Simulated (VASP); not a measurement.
Runs of VASP 6.6.1 on As. The structure is trigonal, space group R-3m (No. 166). The conventional cell has a = 3.760 Å, b = 3.760 Å, c = 10.457 Å, α = 90.00°, β = 90.00°, γ = 120.00°. Around As (site symmetry 3m) lie 3 As at 2.52 Å. 

```tsv
level	potentials or basis	k mesh	cutoff (eV)	gap on the mesh (eV)	pressure (GPa)	relaxed volume (Å³/atom)
PBEsol	VASP PAW PBE potentials, release 64 (As)	15 × 15 × 15	300	none	0.0	20.89
PBEsol	VASP PAW PBE potentials, release 64 (As)	15 × 15 × 15	600	none	0.0	20.90
PBEsol	VASP PAW PBE potentials, release 64 (As)	15 × 15 × 15	480	none	0.0	20.89
PBE	VASP PAW PBE potentials, release 64 (As)	15 × 15 × 15	600	none	0.0	22.72
PBE+D3(BJ)	VASP PAW PBE potentials, release 64 (As)	15 × 15 × 15	600	none	0.0	20.91
PBEsol	VASP PAW PBE potentials, release 64 (As)	6 × 6 × 6	600	none	0.0	21.09
PBEsol	VASP PAW PBE potentials, release 64 (As)	15 × 15 × 15	580	none	0.0	20.90
LDA	VASP PAW LDA potentials, release 64 (As)	15 × 15 × 15	600	none	0.0	(a)
```

Alike in all rows: task relaxation of cell and atoms; no spin polarisation; cell relaxed; smearing gaussian 0.1 eV.

Problem. Estimate the missing entries.

Solution. (a) 20.44.

Caveats: the PAW data sets were made with another functional, which shifts forces and pressure a little (some runs); pairwise dispersion overbinds metals, which lowers pressure and volume (some runs).

A k mesh can miss the band edges, and the runs leave out spin-orbit coupling on As.

A gap of «none» marks a metal or a gap under the smearing width.

Not every run made on this cell is shown here.
